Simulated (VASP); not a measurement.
**AlN: structure and properties in VASP**

What structure and properties does PBE give AlN, and how near are they to the measured ones? The steps: full relaxation (PBE), second relaxation, single point with fields (PBE), band structure (PBE), total and projected DOS (PBE), response to an electric field (PBE) and optical spectrum (PBE). The start is a cell from a database of measured crystal structures.

Program: VASP 6.6.1. Level of theory: PBE; plane waves and PAW (Al, N). Results are calculated unless marked as measured.

Experimental background.

“Electronic structure and chemical bonding anisotropy investigation of wurtzite AlN” (2011, arxiv:1112.6088) quotes from earlier work for AlN, wurtzite (literature value): lattice constant a (a lattice parameter, reported experimental value) 3.111 Å [Literature experimental value cited in the paper's theory part].

This is a report of a sequence of runs, with most program output left out.

The database entry behind the starting cell differs from later determinations by our own check (inner coordinate u about 0.002 short), so it need not match the best structure at ambient conditions.

### 1. Starting point

Before any relaxation, the start is as follows. It takes space group P6_3mc (No. 186, hexagonal). The conventional cell has a = 3.113 Å, b = 3.113 Å, c = 4.981 Å, α = 90.00°, β = 90.00°, γ = 120.00°. Nearest to Al lie 4 N at 1.89 Å. Nearest to N lie 4 Al at 1.89 Å. Farther neighbours and most contacts between anions are not listed.

### 2. Full relaxation (PBE)

Properties are meant for the cell that this level of theory prefers, so cell and atoms are relaxed first (ISIF = 3) until forces and stress are small; EDIFFG sets the threshold. PBE, the usual starting point, adds the gradient of the density.

The input, INCAR:

```
SYSTEM = AlN
PREC = Accurate
ENCUT = 520
EDIFF = 1E-06
NELM = 100
ISMEAR = 0
SIGMA = 0.05
LREAL = .FALSE.
ALGO = Normal
GGA = PE
NBANDS = 14
LORBIT = 11
LWAVE = .FALSE.
LCHARG = .FALSE.
KPAR = 4
IBRION = 2
NSW = 60
ISIF = 3
EDIFFG = -0.01
```

The input, POSCAR:

```
AlN
1.0
    3.1130000000      0.0000000000      0.0000000000
   -1.5565000000      2.6959370820      0.0000000000
    0.0000000000      0.0000000000      4.9810000000
Al N
2 2
Direct
    0.3333333333      0.6666666667      0.0000000000
    0.6666666667      0.3333333333      0.5000000000
    0.3333333333      0.6666666667      0.3800000000
    0.6666666667      0.3333333333      0.8800000000
```

The input, KPOINTS:

```
Automatic mesh
0
Gamma
8 8 5
0 0 0
```

Potentials, in the order of the species: Al and N (PBE family, release 64).

The run is started by

```bash
> mpirun -np 4 vasp_std
```

Elapsed: 29 s, on 4 MPI ranks of AMD EPYC 7571, shared host; peak memory 0.52 GiB.

The gap is read on the k-mesh alone, so it is an upper bound where the band edges lie off the mesh. The run keeps the 12 symmetry operations of its start, so it cannot find a distortion of lower symmetry.

The steps of the relaxation:

```tsv
step	energy less that of the first step (eV)	largest force (eV/Å)	pressure (GPa)	volume (Å³)
1	0.0000	0.1289	3.47	41.80
2	-0.0018	0.0906	-2.93	43.19
3	-0.0088	0.0045	0.02	42.52
```

```tsv
conventional cell, symmetrised	before	after	change
a (Å)	3.113	3.128	+0.5 %
b (Å)	3.113	3.128	+0.5 %
c (Å)	4.981	5.018	+0.8 %
volume (Å³/atom)	10.45	10.63	+1.7 %
```

Final coordinates:

```cif
data_structure
_symmetry_space_group_name_H-M 'P 1'
_symmetry_Int_Tables_number 1
_cell_length_a 3.1279
_cell_length_b 3.1279
_cell_length_c 5.0184
_cell_angle_alpha 90.000
_cell_angle_beta 90.000
_cell_angle_gamma 120.000
_cell_volume 42.52
loop_
_atom_site_label
_atom_site_type_symbol
_atom_site_fract_x
_atom_site_fract_y
_atom_site_fract_z
_atom_site_occupancy
Al1 Al 0.33333 0.66667 0.99934 1
Al2 Al 0.66667 0.33333 0.49934 1
N3 N 0.33333 0.66667 0.38066 1
N4 N 0.66667 0.33333 0.88066 1
```

This step gave:

| Item | Value |
| --- | --- |
| electrons | 16 |
| bands | 14 |
| irreducible k-points | 30 |
| symmetry operations | 12 |
| free energy (TOTEN) | -29.78 eV |
| Fermi energy | 6.224 eV |
| pressure | 0.02050 GPa |
| metallic | no |
| valence top at k | 0, 0, 0 |
| conduction bottom at k | 0, 0, 0 |
| least direct gap at k | 0, 0, 0 |
| SCF cycles over all ionic steps | 26 |
| gap on the k-mesh | 4.060 eV |
| least direct gap on the k-mesh | 4.060 eV |

It ends with a largest force of 0.005 eV/Å and a pressure of 0.02 GPa. The volume lies +1.7 % from that of the database's start.

### 3. Second relaxation

The basis stayed that of the start cell while the cell moved. A rerun from the cell reached resets it; the error of the finite cutoff stays.

INCAR is that of step 2.

The input, POSCAR:

```
AlN
1.0
    3.1279388183      0.0000000000      0.0000000000
   -1.5639694091      2.7088744781      0.0000000000
    0.0000000000      0.0000000000      5.0184391277
Al N
2 2
Direct
    0.3333333333      0.6666666667      0.9993397674
    0.6666666667      0.3333333333      0.4993397674
    0.3333333333      0.6666666667      0.3806602326
    0.6666666667      0.3333333333      0.8806602326
```

KPOINTS is that of step 2.

The run is started by

```bash
> mpirun -np 4 vasp_std
```

Run time: 16 s. Hardware: 4 MPI ranks; peak memory 0.5 GiB.

Little changed from the start: no atom moved by 0.005 Å and no cell edge by 0.1 %.

This step gave:

```
Fermi energy                    : 6.240 eV
pressure                        : 0.02988 GPa
SCF cycles over all ionic steps : 13
```

It ends with a largest force of 0.004 eV/Å and a pressure of 0.03 GPa. The volume moved by under 0.01 %: the run met its threshold at the first step.

### 4. Single point with fields (PBE)

A single point on the relaxed cell gives a clean self-consistent state, with density, ELF and potential written out.

INCAR, as its differences from that of step 3:

```diff
@@ -13,7 +13,5 @@
 LWAVE = .FALSE.
-LCHARG = .FALSE.
-KPAR = 4
-IBRION = 2
-NSW = 60
-ISIF = 3
-EDIFFG = -0.01
+LCHARG = .TRUE.
+ISIF = 2
+LELF = .TRUE.
+LVHAR = .TRUE.
```

POSCAR is that of step 3.

KPOINTS is that of step 3.

The run is started by

```bash
> mpirun -np 4 vasp_std
```

Elapsed: 19 s, on 4 MPI ranks; peak memory 0.34 GiB; 60 s of CPU time.

This step gave:

| Quantity | Value |
| --- | --- |
| SCF cycles | 13 |
| bands | 16 |
| Fermi energy | 6.237 eV |
| pressure | 0.02398 GPa |

Valence electrons inside each PAW sphere by angular momentum. Sphere charges, by row:

```tsv
atom	s (e)	p (e)	d (e)	tot (e)
Al1	0.366	0.431	0	0.797
Al2	0.366	0.431	0	0.797
N3	1.222	2.627	0	3.849
N4	1.222	2.627	0	3.849
```

ELF in the ac plane at fractional y = 0.333, with atoms of Al and N within 0.2 Å of it. It is the smooth field of the valence electrons, not physical close to the nuclei.

Values, 22 rows by 16 columns, each cell a mean:
```
0.72 0.47 0.21 0.16 0.36 0.66 0.80 0.85 0.84 0.77 0.65 0.63 0.74 0.83 0.85 0.81
0.73 0.48 0.22 0.18 0.37 0.67 0.80 0.85 0.82 0.63 0.33 0.27 0.54 0.78 0.84 0.82
0.68 0.44 0.20 0.17 0.34 0.62 0.77 0.82 0.79 0.58 0.25 0.19 0.47 0.75 0.82 0.80
0.60 0.36 0.17 0.14 0.27 0.53 0.71 0.80 0.80 0.71 0.55 0.51 0.66 0.79 0.81 0.75
0.49 0.26 0.12 0.10 0.20 0.41 0.62 0.75 0.81 0.82 0.81 0.80 0.82 0.82 0.78 0.67
0.33 0.16 0.08 0.07 0.12 0.27 0.48 0.67 0.79 0.85 0.87 0.88 0.86 0.81 0.71 0.55
0.19 0.11 0.07 0.07 0.09 0.16 0.30 0.51 0.69 0.79 0.84 0.85 0.82 0.73 0.57 0.36
0.15 0.12 0.11 0.11 0.12 0.14 0.19 0.29 0.43 0.59 0.69 0.71 0.63 0.49 0.33 0.21
0.21 0.24 0.26 0.26 0.25 0.23 0.19 0.16 0.15 0.21 0.30 0.33 0.24 0.16 0.14 0.17
0.41 0.46 0.48 0.48 0.47 0.43 0.33 0.19 0.07 0.03 0.04 0.04 0.03 0.04 0.12 0.29
0.62 0.64 0.64 0.64 0.64 0.62 0.54 0.36 0.15 0.03 0.01 0.00 0.01 0.07 0.27 0.51
0.72 0.73 0.72 0.72 0.72 0.72 0.67 0.51 0.28 0.09 0.01 0.01 0.02 0.16 0.45 0.66
0.72 0.73 0.73 0.73 0.73 0.73 0.68 0.55 0.33 0.12 0.03 0.02 0.05 0.22 0.50 0.67
0.68 0.70 0.70 0.70 0.70 0.69 0.64 0.52 0.34 0.16 0.06 0.04 0.09 0.25 0.48 0.62
0.60 0.64 0.66 0.66 0.65 0.61 0.55 0.44 0.30 0.17 0.10 0.08 0.12 0.23 0.39 0.52
0.49 0.56 0.59 0.59 0.57 0.51 0.42 0.32 0.21 0.14 0.10 0.09 0.11 0.17 0.27 0.39
0.33 0.43 0.49 0.50 0.45 0.37 0.27 0.18 0.12 0.09 0.07 0.07 0.08 0.10 0.15 0.23
0.19 0.27 0.34 0.35 0.30 0.23 0.16 0.12 0.10 0.09 0.09 0.09 0.09 0.09 0.10 0.14
0.15 0.17 0.20 0.21 0.19 0.16 0.15 0.16 0.18 0.20 0.22 0.22 0.21 0.19 0.16 0.15
0.21 0.15 0.12 0.12 0.14 0.19 0.27 0.35 0.42 0.46 0.48 0.49 0.47 0.43 0.37 0.29
0.41 0.23 0.12 0.11 0.18 0.34 0.51 0.62 0.67 0.70 0.71 0.71 0.70 0.68 0.64 0.55
0.62 0.37 0.16 0.13 0.28 0.54 0.71 0.78 0.81 0.80 0.79 0.78 0.80 0.81 0.79 0.74
```
Columns run along a (3.1 Å), rows up along c (5.0 Å). Atoms in or near the plane, at fractional coordinates: Al at (0.67, 0.50), N at (0.67, 0.88).

Electrostatic potential energy in the ac plane at fractional y = 0.333, with atoms of Al and N within 0.2 Å of it. With pseudopotentials it is smooth inside the atoms' cores, unlike the true potential.

Ten even steps from '_' (-72 eV) to '@' (3 eV):
```
@@%%%%%%%%@@@@@@%%++----==##@@@@
@@@@%%%%%%@@@@@@**------::==%%@@
@@@@@@@@@@@@@@%%++--==++--==%%@@
@@@@@@@@@@@@@@@@++----==::==%%@@
@@@@@@@@@@@@@@@@##==--::--**@@@@
@@@@@@@@@@@@@@@@@@%%****##@@@@@@
@@@@@@@@@@@@@@@@@@@@@@%%@@@@@@@@
@@@@@@@@@@@@@@@@@@@@%%%%%%@@@@@@
@@@@@@@@@@@@@@@@%%%%######%%@@@@
@@@@@@@@@@@@@@%%##++====++**%%@@
@@@@@@@@@@@@%%##++::____..==##%%
@@@@@@@@@@@@%%**--________::++%%
@@@@@@@@@@@@%%**::________..++%%
@@@@@@@@@@@@%%**--________::++%%
@@@@@@@@@@@@%%##++::____..==##%%
@@@@@@@@@@@@@@%%##++==--==**%%@@
@@@@@@@@@@@@@@@@%%########%%@@@@
@@@@@@@@@@@@@@@@@@%%%%%%%%@@@@@@
@@@@@@@@@@@@@@@@@@@@@@@@@@@@@@@@
@@@@@@@@@@@@@@@@@@@@@@@@@@@@@@@@
@@@@@@@@@@@@@@@@@@@@@@@@@@@@@@@@
@@@@@@@@@@@@@@@@@@@@@@@@@@@@@@@@
@@@@@@@@@@@@@@@@@@@@@@@@@@@@@@@@
@@%%%%%%%%@@@@@@@@@@@@@@@@@@@@@@
@@%%%%%%%%%%@@@@@@@@@@@@@@@@@@@@
@@%%%%%%%%%%@@@@@@%%####%%@@@@@@
```
Columns run along a (3.1 Å; values clipped at the 3rd and 97th percentile), rows up along c (5.0 Å). Atoms in or near the plane, at fractional coordinates: Al at (0.67, 0.50), N at (0.67, 0.88).

Valence density in the ac plane at fractional y = 0.333, with atoms of Al and N within 0.2 Å of it. It is the smooth field of the valence electrons, not physical close to the nuclei.

Values in e/Å³, 22 rows by 16 columns, each cell a mean:
```
0.4 0.2 0.2 0.2 0.2 0.3 0.5 0.9 1.5 2.3 2.8 2.9 2.5 1.7 1.0 0.6
0.4 0.3 0.2 0.2 0.2 0.3 0.6 1.1 2.0 3.1 3.6 3.7 3.4 2.4 1.3 0.7
0.4 0.2 0.2 0.2 0.2 0.3 0.6 1.1 2.0 3.2 3.7 3.7 3.5 2.4 1.3 0.7
0.3 0.2 0.1 0.1 0.2 0.3 0.5 0.9 1.6 2.6 3.3 3.3 2.9 1.9 1.1 0.6
0.2 0.1 0.1 0.1 0.1 0.2 0.3 0.6 1.0 1.6 2.1 2.2 1.8 1.2 0.7 0.4
0.2 0.1 0.1 0.1 0.1 0.1 0.2 0.4 0.6 0.9 1.1 1.1 1.0 0.7 0.4 0.3
0.1 0.1 0.1 0.1 0.1 0.1 0.2 0.3 0.4 0.5 0.6 0.6 0.5 0.4 0.3 0.2
0.1 0.1 0.1 0.1 0.1 0.1 0.1 0.2 0.2 0.3 0.3 0.3 0.3 0.3 0.2 0.2
0.1 0.1 0.1 0.1 0.1 0.1 0.2 0.2 0.2 0.2 0.2 0.2 0.2 0.2 0.2 0.2
0.2 0.2 0.2 0.2 0.2 0.2 0.2 0.2 0.1 0.1 0.1 0.1 0.1 0.1 0.1 0.2
0.3 0.3 0.3 0.3 0.3 0.3 0.3 0.2 0.1 0.1 0.0 0.0 0.0 0.1 0.2 0.2
0.4 0.4 0.4 0.5 0.4 0.4 0.3 0.3 0.2 0.1 0.0 0.0 0.1 0.1 0.2 0.3
0.4 0.5 0.5 0.5 0.5 0.5 0.4 0.3 0.2 0.1 0.1 0.1 0.1 0.2 0.3 0.3
0.4 0.5 0.5 0.5 0.5 0.4 0.4 0.3 0.2 0.1 0.1 0.1 0.1 0.2 0.2 0.3
0.3 0.4 0.4 0.4 0.4 0.4 0.3 0.2 0.2 0.1 0.1 0.1 0.1 0.2 0.2 0.3
0.2 0.3 0.3 0.3 0.3 0.3 0.2 0.2 0.1 0.1 0.1 0.1 0.1 0.1 0.2 0.2
0.2 0.2 0.2 0.2 0.2 0.2 0.2 0.1 0.1 0.1 0.1 0.1 0.1 0.1 0.1 0.1
0.1 0.1 0.2 0.2 0.2 0.1 0.1 0.1 0.1 0.1 0.1 0.1 0.1 0.1 0.1 0.1
0.1 0.1 0.1 0.1 0.1 0.1 0.1 0.1 0.1 0.1 0.1 0.1 0.1 0.1 0.1 0.1
0.1 0.1 0.1 0.1 0.1 0.1 0.2 0.2 0.2 0.3 0.3 0.3 0.3 0.2 0.2 0.2
0.2 0.2 0.1 0.1 0.1 0.2 0.2 0.3 0.4 0.5 0.6 0.6 0.6 0.5 0.4 0.3
0.3 0.2 0.1 0.1 0.2 0.2 0.4 0.5 0.8 1.1 1.4 1.4 1.2 0.9 0.6 0.4
```
Columns run along a (3.1 Å), rows up along c (5.0 Å). Atoms in or near the plane, at fractional coordinates: Al at (0.67, 0.50), N at (0.67, 0.88).

In this run the pressure is 0.02 GPa, small enough to go on.

### 5. Band structure (PBE)

The mesh alone shows little of the dispersion and can miss band extrema, so KPOINTS_OPT adds a path through the symmetry points after the self-consistent cycle.

The input, INCAR:

```
SYSTEM = AlN
PREC = Accurate
ENCUT = 520
EDIFF = 1E-06
NELM = 100
ISMEAR = 0
SIGMA = 0.05
LREAL = .FALSE.
ALGO = Normal
GGA = PE
NBANDS = 22
LORBIT = 11
LWAVE = .FALSE.
LCHARG = .FALSE.
KPAR = 4
```

POSCAR is that of step 4.

KPOINTS is that of step 4.

The input, KPOINTS_OPT:

```
Line mode
16
Line-mode
Reciprocal
  0.00000000   0.00000000   0.00000000 GAMMA
  0.50000000   0.00000000   0.00000000 M

  0.50000000   0.00000000   0.00000000 M
  0.33333333   0.33333333   0.00000000 K

  0.33333333   0.33333333   0.00000000 K
  0.00000000   0.00000000   0.00000000 GAMMA

  0.00000000   0.00000000   0.00000000 GAMMA
  0.00000000   0.00000000   0.50000000 A

  0.00000000   0.00000000   0.50000000 A
  0.50000000   0.00000000   0.50000000 L

  0.50000000   0.00000000   0.50000000 L
  0.33333333   0.33333333   0.50000000 H

  0.33333333   0.33333333   0.50000000 H
  0.00000000   0.00000000   0.50000000 A

  0.50000000   0.00000000   0.50000000 L
  0.50000000   0.00000000   0.00000000 M

  0.33333333   0.33333333   0.00000000 K
  0.33333333   0.33333333   0.50000000 H
```

The run is started by

```bash
> mpirun -np 4 vasp_std
```

It took 61 s on 4 MPI ranks; peak memory 0.6 GiB.

This step gave:

```yaml
bands: 22
fermi_energy: 6.288 eV
pressure: 0.01954 GPa
least_gap_on_mesh_and_path: 4.060 eV
least_direct_gap_on_mesh_and_path: 4.060 eV
```

The electronic bands at the labelled points (eV, zero at the valence-band top; v1 is the highest filled band, c1 the lowest empty one):

```tsv
point	v4	v3	v2	v1	c1	c2	c3	c4
Γ	-0.84	-0.19	-0.19	0.00	4.06	6.53	10.47	11.05
0.47 of the way	-2.25	-1.47	-0.37	-0.37	5.96	7.63	8.18	9.78
M	-3.29	-2.05	-1.74	-0.68	5.76	5.77	8.04	10.16
0.53 of the way	-3.05	-3.01	-1.85	-1.59	5.46	7.22	8.80	9.93
K	-3.75	-2.41	-2.34	-2.34	5.05	8.29	9.56	9.56
0.47 of the way	-3.49	-1.81	-0.98	-0.67	6.89	7.15	8.41	9.16
Γ	-0.84	-0.19	-0.19	0.00	4.06	6.53	10.47	11.05
0.53 of the way	-0.73	-0.73	-0.31	-0.31	5.13	6.65	10.10	11.03
A	-0.52	-0.52	-0.52	-0.52	6.33	6.33	10.18	10.18
0.47 of the way	-1.55	-1.55	-0.97	-0.97	6.56	6.56	9.32	9.32
L	-1.43	-1.43	-1.34	-1.34	5.25	5.25	9.16	9.16
0.53 of the way	-2.80	-2.80	-0.91	-0.91	6.19	6.19	9.03	9.03
H	-3.79	-3.79	-0.79	-0.79	7.36	7.36	7.72	7.72
0.53 of the way	-1.70	-1.70	-1.18	-1.18	6.70	6.70	9.31	9.31
A	-0.52	-0.52	-0.52	-0.52	6.33	6.33	10.18	10.18
jump to L	-1.43	-1.43	-1.34	-1.34	5.25	5.25	9.16	9.16
0.47 of the way	-2.45	-1.86	-1.15	-0.95	4.98	5.85	9.14	9.41
M	-3.29	-2.05	-1.74	-0.68	5.76	5.77	8.04	10.16
jump to K	-3.75	-2.41	-2.34	-2.34	5.05	8.29	9.56	9.56
0.47 of the way	-4.34	-2.84	-1.54	-1.54	5.77	8.17	8.64	8.64
H	-3.79	-3.79	-0.79	-0.79	7.36	7.36	7.72	7.72
```

Of the projections kept (Al, N), the largest for each band there; the rest of the weight can lie on other orbitals:

```tsv
point	v4	v3	v2	v1	c1	c2	c3	c4
Γ	N 0.90	N 0.97	N 0.97	N 0.97	N 0.74	Al 0.65	N 0.92	Al 0.98
M	N 0.74	N 0.81	N 0.82	N 0.90	N 0.69	Al 0.78	N 0.54	N 0.91
K	N 0.66	N 0.84	N 0.78	N 0.78	Al 0.91	N 0.99	N 0.85	N 0.85
Γ	N 0.90	N 0.97	N 0.97	N 0.97	N 0.74	Al 0.65	N 0.92	Al 0.98
A	N 0.93	N 0.93	N 0.93	N 0.93	N 0.70	N 0.70	Al 0.58	Al 0.58
L	N 0.85	N 0.85	N 0.87	N 0.87	Al 0.56	Al 0.56	Al 0.86	Al 0.86
```

The path finds the gap of the mesh within 0.02 eV, so the mesh comes close to both band edges.

### 6. Total and projected DOS (PBE)

Here the states are counted by energy and projected on the atoms. The mesh is finer than in the run before.

INCAR, as its differences from that of step 5:

```diff
@@ -5,3 +5,3 @@
 NELM = 100
-ISMEAR = 0
+ISMEAR = -5
 SIGMA = 0.05
@@ -15 +15,2 @@
 KPAR = 4
+NEDOS = 2001
```

POSCAR is that of step 5.

The input, KPOINTS:

```
Automatic mesh
0
Gamma
12 12 7
0 0 0
```

The run is started by

```bash
> mpirun -np 4 vasp_std
```

It took 44 s on 4 MPI ranks; peak memory 0.65 GiB; 2.5 min of CPU time.

Numbers from this step:

| Quantity | Value |
| --- | --- |
| irreducible k-points | 76 |
| Fermi energy | 5.974 eV |
| pressure | 0.01955 GPa |

The density of states has structure finer than the step of the table below, so its rows give means over 1 eV, whole bins alone (the curve runs from -12.0 to 11.5 eV). Peaks (eV: height): total -4.8: 3.52, -1.3: 4.12, -0.9: 5.66, 9.7: 3.54; N p -4.8: 1.10, -1.3: 2.11, -0.9: 3.11, 9.7: 0.652; Al p -1.3: 0.298, -0.9: 0.368, 9.0: 0.229, 9.7: 0.272; Al s -4.8: 0.399, 9.0: 0.306, 9.7: 0.301, 11.0: 0.439; N s -4.6: 0.0727, 6.0: 0.198, 7.1: 0.100, 8.7: 0.125.

States under -12.0 eV and over 11.5 eV are left out. The density of states by energy, zero at the valence-band top; means over each step; values in states/eV/cell:

```tsv
energy (eV)	total	N p	Al p	Al s	N s
-7	0	0	0	0	0
-6	0.0877	0.0256	0.00428	0.0106	5.2e-4
-5	2.20	0.683	0.0972	0.259	0.0391
-4	1.38	0.466	0.0622	0.134	0.0499
-3	1.70	0.672	0.118	0.0884	0.0313
-2	2.46	1.14	0.193	0.0564	0.0185
-1	3.74	2.00	0.242	0.0278	0.00912
0	0.475	0.279	0.0168	4.0e-4	2.3e-4
1	0	0	0	0	0
2	0	0	0	0	0
3	0	0	0	0	0
4	0.00571	3.6e-4	1.7e-5	6.1e-4	0.00176
5	0.371	0.0272	0.0266	0.0169	0.0376
6	2.03	0.234	0.166	0.0707	0.150
7	1.28	0.198	0.0970	0.0516	0.0784
8	0.852	0.135	0.0451	0.0734	0.0536
9	1.95	0.287	0.151	0.172	0.0731
10	1.51	0.289	0.116	0.131	0.0251
11	2.41	0.403	0.255	0.335	0.0446
```

The gap on this mesh is 4.06 eV. In the top eV of the valence band the largest shares in the PAW spheres are N p 56 % and Al p 5 %; in the lowest eV of the conduction band, N s 24 %, N p 9 % and Al s 9 %. The rest lies in smaller channels or between the spheres.

### 7. Response to an electric field (PBE)

The response to a static field gives the electronic dielectric tensor and the Born charges. It needs tightly converged orbitals, hence the small EDIFF.

The input, INCAR:

```
SYSTEM = AlN
PREC = Accurate
ENCUT = 520
EDIFF = 1E-08
NELM = 100
ISMEAR = 0
SIGMA = 0.01
LREAL = .FALSE.
ALGO = Normal
GGA = PE
NBANDS = 14
LORBIT = 11
LWAVE = .FALSE.
LCHARG = .FALSE.
KPAR = 4
LEPSILON = .TRUE.
```

POSCAR is that of step 6.

KPOINTS is that of step 6.

The run is started by

```bash
> mpirun -np 4 vasp_std
```

It took 6.3 min on 4 MPI ranks; peak memory 1.7 GiB.

[end of part 1 of 2]

[Lines on the potential files, build, host, timing and source positions are cut from VASP's logs without a mark.]

[Logs are printed without paths, hosts, clocks, repeated set-up lines and the standing remarks that a program may print on its own settings, such as how far it seeks lower states.]

[Hosts, paths, dates, database ids (printed as entryN), source tags and the programs' standing remarks are cut or masked in the printed files.]

[A measured line is paired with the nearest computed mode of its activity, which favours agreement.]
